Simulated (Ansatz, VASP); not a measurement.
# FePb in two plane-wave programs

One calculation is typed for both programs; each brings its own data sets and cutoff. How far apart do they land? The cell is invented: As first built, before any earlier steps moved the atoms (in the runner's words): it takes the MgZr structure with all of its atoms replaced by other elements, volume scaled by an estimate. It may not be a known or stable phase. The cell is taken from a series of VASP runs on this material, whose earlier steps may have relaxed, scaled or displaced it; both programs get it as it stands.

Program: Ansatz 0.2.0. Level of theory: plane waves, with VASP 6.6.1 beside it; relaxation of cell and atoms at LDA. Results are calculated unless marked as measured.

## (1) Starting point

It takes space group Pm-3m (No. 221, cubic). Conventional cell: a = 3.230 Å, b = 3.230 Å, c = 3.230 Å, α = 90.00°, β = 90.00°, γ = 90.00°. Nearest to Pb lie 8 Fe at 2.80 Å. Fe has 8 Pb at 2.80 Å nearest. As first built, before any earlier steps moved the atoms (in the runner's words): sites of the MgZr structure (space group 221) filled with other elements, volume scaled by an estimate. Farther neighbours are not listed.

As a file:

```cif
data_structure
_symmetry_space_group_name_H-M 'Pm-3m'
_symmetry_Int_Tables_number 221
_cell_length_a 3.2300
_cell_length_b 3.2300
_cell_length_c 3.2300
_cell_angle_alpha 90.000
_cell_angle_beta 90.000
_cell_angle_gamma 90.000
_cell_volume 33.70
loop_
_atom_site_label
_atom_site_type_symbol
_atom_site_symmetry_multiplicity
_atom_site_Wyckoff_symbol
_atom_site_fract_x
_atom_site_fract_y
_atom_site_fract_z
_atom_site_occupancy
Pb1 Pb 1 b 0.50000 0.50000 0.50000 1
Fe1 Fe 1 a 0.00000 0.00000 0.00000 1
```

## (2) Ansatz: relaxation of cell and atoms, LDA

Ansatz runs on its default PAW (the set named soft_2) files.

The relaxed volume is the usual yardstick between codes: its relative difference is about their pressure difference at one cell divided by the bulk modulus.

Contents of input.yaml:

```yaml
crystal:
  lattice:
    - [3.2300018626, 0.0, 0.0]
    - [0.0, 3.2300018626, 0.0]
    - [0.0, 0.0, 3.2300018626]
  atoms:
    - { symbol: Pb, position: [0.5, 0.5, 0.5] }
    - { symbol: Fe, position: [0.0, 0.0, 0.0], spin: 3.0 }
hamiltonian:
  xc: lda
  pseudopotentials: { kind: paw }
magnetization:
  spin_polarized: true
kpoints:
  mp_grid: { grid: [7, 7, 7] }
scf:
  occupations: { method: methfessel_paxton, width: 0.2 }
relax:
  f_tol: 0.01
  max_steps: 60
  cell: { stress_tol: 0.05 }
output:
  forces: true
  stress: true
```

Started as:

```console
> ansatz run input.yaml --threads 4 --pin off --max-ram 9216MiB --backend cpu --events-out ev --progress --plain --runs-dir out
```

Numbers of over 12 decimals in the logs are rounded to 6 here.

The program printed:

```text
Engine: ansatz 0.2.0, aarch64-unknown-linux-gnu
Pseudopotentials: kind: paw
Pseudopotential: Pb, paw, valence charge 14, recommended cutoff 420 eV (normal), Pb.paw.azcp
Pseudopotential: Fe, paw, valence charge 16, recommended cutoff 420 eV (normal), Fe.paw.azcp
Functional definition: SPW92
  exchange = slater_x
  correlation = pw_c
Crystal: 2 atoms, lattice volume = 33.698 Å³
Basis set: ecut = 420 eV, 691 PW (Γ)
Bands: 21, of which v1, the nominal top of the filled ones, is band 15 counted from 1 (14 counted from 0)
Symmetry: 48 space group operations
Space group: Pm-3m (ITA 221), of the structure as read, at distance tolerance 3.2e-5 Å
Magnetic group: BNS 221.92 (UNI 1594), of the structure as read, at distance tolerance 3.2e-5 Å
k-points: 20 of 343
Non-local potential: Pb, projectors of the file, l = 0: 2, l = 1: 2, l = 2: 2, l = 3: 2
Non-local potential: Fe, projectors of the file, l = 0: 3, l = 1: 2, l = 2: 3, l = 3: 1
PAW form: soft (Blöchl's): semilocal exchange-correlation on the pseudo side does not see the compensation charge
PAW frozen core: Pb, regenerated for the run's functional, and the local potential with it (the file was generated under x = pbe(κ = 0.804, μ = 0.219515), c = pbe(β = 0.066725))
PAW frozen core: Fe, regenerated for the run's functional, and the local potential with it (the file was generated under x = pbe(κ = 0.804, μ = 0.219515), c = pbe(β = 0.066725))
PAW one-centre angular grid: Pb, 590 points (default); XC on 64 Gauss nodes
PAW one-centre angular grid: Fe, 590 points (default); XC on 64 Gauss nodes
Initial density: superposition of atomic densities (chi_scale 0.1, normalization cell)
Starting moments: Σ|m| = 3 μB on 1 of 2 sites
Initial wavefunctions: pseudopotential atomic-orbital guess
Functional: x = slater, c = lda
iter 1 solved again at ethr=1.04e-3 eV; its pass at ethr=3.10e-3 eV (dr2=3.11e-1 eV) is discarded
SCF iter   1: F=—  HF=-16019.763693 eV  |F-HF|=—  |Δ(HF+E_count)|=         —  Δρ=1.70e-2 (↑1.53e-2 ↓1.70e-2)  dr2=3.13e-1  dr2_m=2.05e-2  M=2.527 μB ∫|m|=2.807 μB  β_m=0.30  ethr=1.04e-3  ⟨swp⟩=1.0  Hψ=4728  notcnv=0
Mixer restart at iter 1: flushing history
preconditioner: auto → none  [metal: Δε(μ)=0.071 eV  Ē_g=14.507 eV  σ=0.200 eV  W_gap=0.20  n_scr=6 (ndim 8)  ℏωp=30.0 eV  f_vac=0.000  D(μ)=1.72/eV (n_scr^D=18)  sad-step TF]
SCF iter   2: F=—  HF=-16020.069913 eV  |F-HF|=—  |Δ(HF+E_count)|=   3.06e-1  Δρ=1.62e-2 (↑1.05e-2 ↓1.62e-2)  dr2=2.83e-1  dr2_m=2.25e-2  M=2.449 μB ∫|m|=2.753 μB  β_m=0.65  ethr=1.04e-3  ⟨swp⟩=1.8  Hψ=895  notcnv=0
SCF iter   3: F=—  HF=-16020.770665 eV  |F-HF|=—  |Δ(HF+E_count)|=         —  Δρ=3.13e-2 (↑3.13e-2 ↓1.73e-2)  dr2=7.33e-2  dr2_m=1.66e-1  M=2.195 μB ∫|m|=2.472 μB  β_m=0.65  ethr=9.42e-4  ⟨swp⟩=3.1  Hψ=1733  notcnv=0
Mixer restart at iter 3: flushing history
SCF iter   4: F=—  HF=-16020.836962 eV  |F-HF|=—  |Δ(HF+E_count)|=   6.63e-2  Δρ=4.08e-2 (↑5.54e-3 ↓4.08e-2)  dr2=5.57e-1  dr2_m=1.28e-1  M=1.993 μB ∫|m|=2.268 μB  β_m=0.55  ethr=2.44e-4  ⟨swp⟩=2.1  Hψ=1921  notcnv=0  defer=31  recentre
SCF iter   5: F=—  HF=-16020.971032 eV  |F-HF|=—  |Δ(HF+E_count)|=   1.34e-1  Δρ=3.56e-2 (↑3.56e-2 ↓5.90e-3)  dr2=2.77e-1  dr2_m=1.10e-1  M=1.992 μB ∫|m|=2.285 μB  β_m=0.18  ethr=2.44e-4  ⟨swp⟩=3.0  Hψ=1845  notcnv=0  defer=36
SCF iter   6: F=—  HF=-16020.900380 eV  |F-HF|=—  |Δ(HF+E_count)|=   7.07e-2  Δρ=1.07e-2 (↑1.07e-2 ↓7.12e-3)  dr2=3.57e-3  dr2_m=2.40e-2  M=1.897 μB ∫|m|=2.182 μB  β_m=0.43  ethr=2.44e-4  ⟨swp⟩=2.1  Hψ=1608  notcnv=0  defer=20
SCF iter   7: F=—  HF=-16020.897739 eV  |F-HF|=—  |Δ(HF+E_count)|=         —  Δρ=2.35e-3 (↑1.14e-3 ↓2.35e-3)  dr2=1.28e-3  dr2_m=8.26e-4  M=1.824 μB ∫|m|=2.096 μB  β_m=0.43  ethr=1.19e-5  ⟨swp⟩=2.9  Hψ=1544  notcnv=0  defer=16
Mixer restart at iter 7: flushing history
SCF iter   8: F=—  HF=-16020.900807 eV  |F-HF|=—  |Δ(HF+E_count)|=   3.07e-3  Δρ=2.08e-3 (↑2.08e-3 ↓9.40e-4)  dr2=4.48e-4  dr2_m=5.82e-4  M=1.830 μB ∫|m|=2.102 μB  β_m=0.49  ethr=4.25e-6  ⟨swp⟩=2.2  Hψ=1239  notcnv=0  defer=18
SCF iter   9: F=—  HF=-16020.901158 eV  |F-HF|=—  |Δ(HF+E_count)|=   3.51e-4  Δρ=1.81e-3 (↑5.08e-4 ↓1.81e-3)  dr2=1.47e-3  dr2_m=1.95e-4  M=1.833 μB ∫|m|=2.105 μB  β_m=0.25  ethr=1.49e-6  ⟨swp⟩=2.0  Hψ=1463  notcnv=0  defer=17
SCF iter  10: F=—  HF=-16020.901791 eV  |F-HF|=—  |Δ(HF+E_count)|=   6.32e-4  Δρ=5.42e-4 (↑4.85e-4 ↓5.42e-4)  dr2=7.35e-6  dr2_m=7.98e-5  M=1.838 μB ∫|m|=2.109 μB  β_m=0.53  ethr=1.49e-6  ⟨swp⟩=2.0  Hψ=1415  notcnv=0  defer=18
SCF iter  11: F=—  HF=-16020.873317 eV  |F-HF|=—  |Δ(HF+E_count)|=         —  Δρ=9.01e-4 (↑2.38e-4 ↓9.01e-4)  dr2=4.92e-5  dr2_m=8.22e-5  M=1.830 μB ∫|m|=2.115 μB  β_m=0.53  ethr=2.45e-8  ⟨swp⟩=2.8  Hψ=1541  notcnv=0  defer=18
Mixer restart at iter 11: flushing history
iteration 11: the input's own smearing fills from here on; a Gaussian of 0.2 eV has filled iterations ahead of it
SCF iter  12: F=—  HF=-16020.873387 eV  |F-HF|=—  |Δ(HF+E_count)|=   7.02e-5  S|Δr|=    0.00e0  Δρ=6.88e-4 (↑2.35e-4 ↓6.88e-4)  dr2=1.53e-4  dr2_m=3.13e-5  M=1.832 μB ∫|m|=2.117 μB  β_m=0.65  ethr=2.45e-8  ⟨swp⟩=2.4  Hψ=1440  notcnv=0  defer=18
SCF iter  13: F=—  HF=-16020.873697 eV  |F-HF|=—  |Δ(HF+E_count)|=   3.10e-4  S|Δr|=    0.00e0  Δρ=1.53e-3 (↑1.36e-3 ↓1.53e-3)  dr2=2.56e-3  dr2_m=7.13e-6  M=1.828 μB ∫|m|=2.113 μB  β_m=0.24  ethr=2.45e-8  ⟨swp⟩=3.2  Hψ=1648  notcnv=0  defer=18  recentre
SCF iter  14: F=—  HF=-16020.873390 eV  |F-HF|=—  |Δ(HF+E_count)|=   3.07e-4  S|Δr|=    0.00e0  Δρ=2.51e-4 (↑1.07e-4 ↓2.51e-4)  dr2=2.10e-6  dr2_m=9.27e-6  M=1.832 μB ∫|m|=2.117 μB  β_m=0.71  ethr=2.45e-8  ⟨swp⟩=3.2  Hψ=1624  notcnv=0  defer=18
SCF iter  15: F=—  HF=-16020.873398 eV  |F-HF|=—  |Δ(HF+E_count)|=   7.88e-6  S|Δr|=    0.00e0  Δρ=3.62e-5 (↑3.62e-5 ↓2.94e-5)  dr2=2.21e-7  dr2_m=2.87e-7  M=1.833 μB ∫|m|=2.120 μB  β_m=0.67  ethr=7.00e-9  ⟨swp⟩=2.0  Hψ=1414  notcnv=0  defer=18
SCF iter  16: F=-16020.873398 eV  HF=-16020.873398 eV  |F-HF|=2.73e-8  |Δ(HF+E_count)|=   3.94e-8  S|Δr|=    0.00e0  Δρ=9.04e-6 (↑9.04e-6 ↓3.58e-6)  dr2=3.11e-8  dr2_m=4.55e-9  M=1.833 μB ∫|m|=2.120 μB  ethr=3.33e-10  ⟨swp⟩=4.9  Hψ=2752  notcnv=0
SCF 1 converged in 16 iterations: F = -16020.873398 eV  dr2 = 3.11e-8
  greatest PAW one-centre occupation: 1.004 electrons in one spin orbital (limit 2), on the Fe atom at site 1 (counted from 0), in its partial waves of l = 1
relax step   1: F+E_penalty+E_count = -16020.87339825 eV  Δ(F+E_penalty+E_count) = +0.000e0 eV  max|allowed force component| = 3.908e-29 eV/Å  Δτ_max = 0.0000 Å  P = +0.638 GPa  Ω = 33.698 Å³  (16 SCF iters, dr2 threshold 1.00e-7 eV, accepted)
[...]
relax step   2: F+E_penalty+E_count = -16020.87354631 eV  Δ(F+E_penalty+E_count) = -1.481e-4 eV  max|allowed force component| = 5.358e-30 eV/Å  Δτ_max = 0.0000 Å  P = -0.377 GPa  Ω = 34.049 Å³  energy of the carried Pulay correction = -1.286e-4 eV  (8 SCF iters, dr2 threshold 2.00e-7 eV, accepted)
[...]
relax step   3: F+E_penalty+E_count = -16020.87375094 eV  Δ(F+E_penalty+E_count) = -2.046e-4 eV  max|allowed force component| = 3.944e-30 eV/Å  Δτ_max = 0.0000 Å  P = -0.003 GPa  Ω = 33.918 Å³  energy of the carried Pulay correction = -8.064e-5 eV  (7 SCF iters, dr2 threshold 2.00e-7 eV, accepted)
[...]
relax step   4: F+E_penalty+E_count = -16020.87381933 eV  Δ(F+E_penalty+E_count) = -6.839e-5 eV  max|allowed force component| = 4.372e-30 eV/Å  Δτ_max = 0.0000 Å  P = +0.001 GPa  Ω = 33.918 Å³  stress off target by 1.13e-3 GPa  SCF on the basis re-selected at this cell (its energy is not comparable with the rows above)  (8 SCF iters)
basis re-selected at this cell: Δ(F+E_penalty+E_count) = -6.839e-5 eV, ΔP = +0.004 GPa vs the last step (what re-selecting the basis moved, of the pressure what is left beyond the Pulay correction that the steps carried, after the strain that the cell walked since its last selection, with what the two solves' SCF thresholds leave and, on support functions, any second-order correction that the steps lacked; it is no m [...]
SCF converged after 8 iterations
Stability not checked: this state was not tested for a lower state beside it, because cold or Methfessel-Paxton smearing, or corrected tetrahedra, fill the levels in a way that the test cannot read (fill_not_monotonic; see scf.lower_state_search)
Magnetization: 1.8505 μB (15.9252 up, 14.0748 down)
Absolute magnetization: 2.1452 μB (∫|ρ↑−ρ↓|, with the PAW one-centre terms)
Spin contamination: 0.0722 ħ² per cell (⟨S²⟩ above its minimum at these occupations)
Per-site moments (μB) at R_I (Å): [(-0.052773, 1.156371), (1.986146, 1.156371)]
Free energy (F): -16020.873819 eV
Harris-Foulkes:  -16020.873819 eV  (|F-HF|=7.28e-12)
Internal energy: -16020.871021 eV  (E = F + TS)
E sigma→0 (E₀):  -16020.873120 eV
Entropy (-TS):   -0.002799 eV (-1.399 meV/atom)
Fermi energy:    16.466257 eV
--- Per-component energies (eV) ---
  E_band       = -200.295511
  E_kinetic    = 648.080242
  E_local      = -3198.871358  (includes V_loc(G=0)·N_el)
  E_nonlocal   = 582.687089
  E_hartree    = 1350.546490
  E_xc         = -336.103101
  E_vxc        = -285.120158  (∫ρ·V_xc dr)
  E_paw        = -11415.964467  (= ΣΔE_a)
  E_vpaw       = -648.164858  (= ΣTr[D̂ρ^β])
  E_aug_tail   = 0.000690  (compensation charges beyond the density's cutoff)
  E_ewald      = -3651.570426
  E_core_change = 0.323822  (= ΣΔE_core)
  E_smearing   = -0.002799  (= −TS)
  E_closure    = 0.000000  (closes the sum)
  Σ components = -16020.873819   (vs F -16020.873819, Δ=0.00e0)
--- Forces (eV/Å), atoms counted from 1 ---
  atom   1  Pb     0.00000000     0.00000000     0.00000000
  atom   2  Fe    -0.00000000    -0.00000000    -0.00000000
  max |Σ_I F_I| component: 8.09e-30 eV/Å
--- Stress (GPa, compression-positive) ---
        0.001133      -0.000000       0.000000
       -0.000000       0.001133       0.000000
        0.000000       0.000000       0.001133
  P = ⅓ Tr σ = 0.0011 GPa (0.011 kbar)
--- Relaxed structure (3 steps of the walk, 3 accepted, 1 SCFs on fresh bases) ---
  F+E_penalty+E_count = -16020.87381933 eV   max|allowed force component| = 4.372e-30 eV/Å   (the final SCF, on the basis selected at the relaxed cell)
  cell:  # Å, volume = 33.9178 Å³
    - [3.237000, 0, 0]
    - [0, 3.237000, 0]
    - [0, 0, 3.237000]
  atoms:
    - { symbol: Pb, position: [0.5, 0.5, 0.5] }
    - { symbol: Fe, position: [0, 0, 0] }
```

It took 2.8 s on 4 threads of Arm Neoverse V1, shared host; peak memory 0.33 GiB; 9.3 s of CPU time.

(Continued in part 2 of 2.)

[Lines on the potential files, build, host, timing and source positions are cut from VASP's logs without a mark.]

[Logs are printed without paths, hosts, clocks, repeated set-up lines and the standing remarks that a program may print on its own settings, such as how far it seeks lower states.]

[Hosts, paths, dates, database ids (printed as entryN), source tags and the programs' standing remarks are cut or masked in the printed files.]
